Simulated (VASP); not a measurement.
OSZICAR of a VASP run on Ta (bcc):

### OSZICAR
```
       N       E                     dE             d eps       ncg     rms          rms(c)
DAV:   1     0.112945982238E+03    0.11295E+03   -0.80723E+03  2626   0.152E+03
DAV:   2     0.364973827937E+02   -0.76449E+02   -0.74988E+02  2958   0.344E+02
DAV:   3     0.344335925136E+02   -0.20638E+01   -0.19042E+01  4211   0.584E+01
DAV:   4     0.343945498789E+02   -0.39043E-01   -0.38990E-01  3135   0.488E+00
DAV:   5     0.343937108853E+02   -0.83899E-03   -0.83822E-03  3690   0.693E-01    0.120E+01
DAV:   6     0.254130114537E+02   -0.89807E+01   -0.18559E+01  2615   0.575E+01    0.114E+01
DAV:   7     0.253846319365E+02   -0.28380E-01   -0.23102E-01  2781   0.638E+00    0.150E+01
DAV:   8     0.255890983508E+02    0.20447E+00   -0.25994E+00  2697   0.204E+01    0.132E+00
DAV:   9     0.255922364265E+02    0.31381E-02   -0.19022E-02  2738   0.199E+00    0.915E-01
DAV:  10     0.255863425118E+02   -0.58939E-02   -0.43148E-02  2675   0.258E+00    0.794E-01
DAV:  11     0.255789030197E+02   -0.74395E-02   -0.77748E-03  2667   0.106E+00    0.110E-01
DAV:  12     0.255783626582E+02   -0.54036E-03   -0.12832E-04  2733   0.164E-01    0.256E-02
DAV:  13     0.255783563847E+02   -0.62734E-05   -0.75067E-06  2732   0.389E-02    0.225E-02
DAV:  14     0.255783548998E+02   -0.14849E-05   -0.72395E-06  2691   0.271E-02    0.303E-03
DAV:  15     0.255783552875E+02    0.38767E-06   -0.91354E-07  2688   0.120E-02    0.210E-03
DAV:  16     0.255783532603E+02   -0.20271E-05   -0.80683E-08  1407   0.354E-03    0.671E-04
DAV:  17     0.255783543967E+02    0.11363E-05   -0.11882E-08  1344   0.163E-03    0.195E-04
DAV:  18     0.255783539973E+02   -0.39934E-06   -0.11487E-09  1338   0.492E-04    0.268E-05
DAV:  19     0.255783540557E+02    0.58333E-07   -0.10002E-10  1335   0.127E-04
   1 F= 0.25578354E+02 E0= 0.25578587E+02  d E =-.698422E-03
```

Task: Which electronic solver shows in the log?

Result: It is blocked Davidson (ALGO = Normal, or the opening steps of other solvers). The INCAR had ALGO = Normal.

Task: Can the final energy be trusted as converged?

Result: The run converged. It stopped with EDIFF = 1E-7, NELM = 100 (revTPSS meta-GGA, plane waves, VASP's PBE PAW potentials (set 64)).

The compound is Ta in the bcc structure. This cell is one point of a volume scan, at 0.97 of the reference volume.
